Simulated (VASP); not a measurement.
Method: PBE GGA, VASP's PBE PAW potentials (set 64) (plane waves; VASP).

VASP ran on this input.

### KPOINTS
```
k-points along high-symmetry lines
15
Line-mode
Reciprocal
  0.000000   0.000000   0.000000 ! GAMMA
  0.000000   0.500000   0.000000 ! X

  0.000000   0.500000   0.000000 ! X
  0.500000   0.500000   0.000000 ! M

  0.500000   0.500000   0.000000 ! M
  0.000000   0.000000   0.000000 ! GAMMA

  0.000000   0.000000   0.000000 ! GAMMA
  0.500000   0.500000   0.500000 ! R

  0.500000   0.500000   0.500000 ! R
  0.000000   0.500000   0.000000 ! X

  0.500000   0.500000   0.500000 ! R
  0.500000   0.500000   0.000000 ! M
```

### INCAR
```
SYSTEM = Be4SSe3
PREC = Accurate
ENCUT = 400
EDIFF = 1E-6
NELM = 100
ALGO = Normal
LREAL = .FALSE.
LASPH = .TRUE.
ISMEAR = 0
SIGMA = 0.05
GGA = PE
LMAXMIX = 4
LWAVE = .FALSE.
LCHARG = .FALSE.
ICHARG = 11
```

**POSCAR**
```
Be4SSe3
5.1044920
  0.9999999542   0.0000000000   0.0000000000
  0.0000000000   0.9999999542   0.0000000000
  0.0000000000   0.0000000000   0.9999999542
Be Se S
4 3 1
Direct
  0.0070203521   0.9929796479   0.9929796479
  0.4929796479   0.5070203521   0.9929796479
  0.4929796479   0.9929796479   0.5070203521
  0.0070203521   0.5070203521   0.5070203521
  0.2500000000   0.2500000000   0.2500000000
  0.7500000000   0.7500000000   0.2500000000
  0.7500000000   0.2500000000   0.7500000000
  0.2500000000   0.7500000000   0.7500000000
```

POTCAR, in this order: Be Se S (PBE.64 set). Program: vasp_std. Read from the step before: CHGCAR.

What VASP printed:

**OSZICAR**
```
       N       E                     dE             d eps       ncg     rms          rms(c)
DAV:   1     0.125270185223E+03    0.12527E+03   -0.11434E+04  3780   0.105E+03
DAV:   2    -0.246764063929E+02   -0.14995E+03   -0.14218E+03  5395   0.194E+02
DAV:   3    -0.350140401035E+02   -0.10338E+02   -0.10257E+02  4788   0.567E+01
DAV:   4    -0.351972984437E+02   -0.18326E+00   -0.18294E+00  4882   0.868E+00
DAV:   5    -0.352013900240E+02   -0.40916E-02   -0.40895E-02  4694   0.114E+00
DAV:   6    -0.352015138218E+02   -0.12380E-03   -0.12379E-03  4943   0.184E-01
DAV:   7    -0.352015183075E+02   -0.44857E-05   -0.44856E-05  4485   0.281E-02
DAV:   8    -0.352015184396E+02   -0.13207E-06   -0.13207E-06  3420   0.494E-03
   1 F= -.35201518E+02 E0= -.35201518E+02  d E =-.365957E-14
```

File OUTCAR:
```
 val. band max:        3.4009142577   @ k =   0.0000   0.0000   0.0000

 cond. band min:       6.0002272969   @ k =   0.0000   0.0000   0.0000



 k-point     1 :       0.0000    0.0000    0.0000
  band No.  band energies     occupation
      1     -10.2898      2.00000
      2      -8.5792      2.00000
      3      -8.4140      2.00000
      4      -8.4140      2.00000
      5      -1.6244      2.00000
      6      -1.6244      2.00000
      7      -1.6244      2.00000
      8       0.6162      2.00000
      9       0.6162      2.00000
     10       0.6162      2.00000
     11       0.8928      2.00000
     12       0.8928      2.00000
     13       0.8928      2.00000
     14       3.4009      2.00000
     15       3.4009      2.00000
     16       3.4009      2.00000
     17       6.0002      0.00000
     18       6.0002      0.00000
     19       6.3667      0.00000
     20       7.7211      0.00000
     21       7.7213      0.00000

 k-point     2 :       0.0000    0.0357    0.0000
  band No.  band energies     occupation
      1     -10.2855      2.00000
      2      -8.5815      2.00000
      3      -8.4195      2.00000
      4      -8.4136      2.00000
      5      -1.6197      2.00000
      6      -1.6197      2.00000
      7      -1.6108      2.00000
      8       0.6080      2.00000
      9       0.6131      2.00000
     10       0.6131      2.00000
     11       0.8819      2.00000
     12       0.8898      2.00000
     13       0.8898      2.00000
     14       3.3723      2.00000
     15       3.3864      2.00000
     16       3.3864      2.00000
     17       6.0143      0.00000
     18       6.0287      0.00000
     19       6.3860      0.00000
     20       7.7295      0.00000
     21       7.7434      0.00000

 k-point     3 :       0.0000    0.0714    0.0000
  band No.  band energies     occupation
      1     -10.2727      2.00000
      2      -8.5895      2.00000
      3      -8.4346      2.00000
      4      -8.4121      2.00000
...
```

The density is held fixed in this step, so its total energy and stress have no physical meaning.

The structure was generated: Be4SSe3 was put into an ordered model structure (P-43m), which need not be its known phase. It was relaxed first.
